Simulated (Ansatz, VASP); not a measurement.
Ba2TiTeO6 in VASP and in Ansatz

INCAR

```
SYSTEM = Ba2TiTeO6
ALGO = Normal
EDIFF = 1E-6
ENCUT = 520
GGA = PE
ISIF = 2
ISMEAR = 0
LASPH = .True.
LCHARG = .False.
LREAL = .False.
LWAVE = .False.
NBANDS = 48
NELM = 100
PREC = Accurate
SIGMA = 0.0135
```

KPOINTS

```
k-points
0
Gamma
  4 4 4
  0 0 0
```

POSCAR

```
Ba2TiTeO6
1.0
    0.0000000000      5.5986857200      0.0000000000
    5.5986857200      0.0000000000      0.0000000000
    2.7993433600      2.7993433600     -4.3277826100
Ti O Te Ba
1 6 1 2
Direct
    0.0000000000      0.0000000000      0.0000000000
    0.2440000000      0.2630000000      0.0000000000
    0.2630000000      0.7560000000      0.0000000000
    0.7560000000      0.7370000000      0.0000000000
    0.7370000000      0.2440000000      0.0000000000
    0.2810000000      0.2810000000      0.4380000000
    0.7190000000      0.7190000000      0.5620000000
    0.5000000000      0.5000000000      0.0000000000
    0.7500000000      0.2500000000      0.5000000000
    0.2500000000      0.7500000000      0.5000000000
```

Input for Ansatz:

```yaml
crystal:
  lattice:
    - [0.0, 5.59868572, 0.0]
    - [5.59868572, 0.0, 0.0]
    - [2.79934336, 2.79934336, -4.32778261]
  atoms:
    - { symbol: Ti, position: [0.0, 0.0, 0.0] }
    - { symbol: O, position: [0.244, 0.263, 0.0] }
    - { symbol: O, position: [0.263, 0.756, 0.0] }
    - { symbol: O, position: [0.756, 0.737, 0.0] }
    - { symbol: O, position: [0.737, 0.244, 0.0] }
    - { symbol: Te, position: [0.5, 0.5, 0.0] }
    - { symbol: O, position: [0.281, 0.281, 0.438] }
    - { symbol: O, position: [0.719, 0.719, 0.562] }
    - { symbol: Ba, position: [0.75, 0.25, 0.5] }
    - { symbol: Ba, position: [0.25, 0.75, 0.5] }
kpoints:
  mp_grid: { grid: [4, 4, 4], shift: [0, 0, 0] }
magnetization:
  spin_polarized: false
scf:
  occupations: { method: gaussian, width: 0.0135 }
  lower_state_search: "off"
  max_iter: 200
hamiltonian:
  pseudopotentials: { kind: paw }
  xc: pbe
basis:
  ecutwfc: 420
  fft_grid_basis: typed
output:
  forces: true
  stress: true
  eigenvalues: true
  bader: true
  populations: true
  elf: true
  write_potential: true
  volumetric_format: npy
  dos:
    e_range: [-12, 8]
    de: 0.05
    projected: { site_lists: { Ba: [Ba], O: [O], Te: [Te], Ti: [Ti] } }
checkpoint:
  read: saved_state
```

Alike in both runs: task single point; functional PBE; k mesh 4 × 4 × 4; occupations gaussian, width 0.0135 eV; no spin polarisation.

|  | VASP | Ansatz |
| --- | --- | --- |
| version | VASP 6.6.1 | Ansatz 0.2.0 |
| potentials or method | VASP PAW PBE potentials, release 64 (Ti_sv, O, Te, Ba_sv) | PAW plane waves |
| plane-wave cutoff (eV) | 520 | 420 |
| valence electrons in the cell | 74 | 84 |

|  | VASP | Ansatz | Ansatz less VASP |
| --- | --- | --- | --- |
| pressure (GPa) | 18.3 | 17.0 | -1.28 |
| largest component of the traceless stress (GPa) | 1.16 | 1.06 | -0.097 |
| rms of the force components (eV/Å) | 1.491 | 1.493 | +0.0027 |

The two sets of potentials don't hold the same shells in valence. Ansatz warned: «structure_snapped_to_symmetry».

Caveats: the k mesh is coarse (spacing up to 0.36 Å⁻¹), so the values aren't converged; so large a pressure means that the cell lies far from this level's equilibrium, or that cutoff or potentials fall short (VASP); semilocal functionals often make such compounds metallic where correlation or magnetic order opens a gap, which also shifts bond lengths; forces of over 1 eV/Å show positions far from the minimum, so gaps and moduli don't describe the material at rest. Spin-orbit coupling is left out, which matters for the levels of Ba, Te.
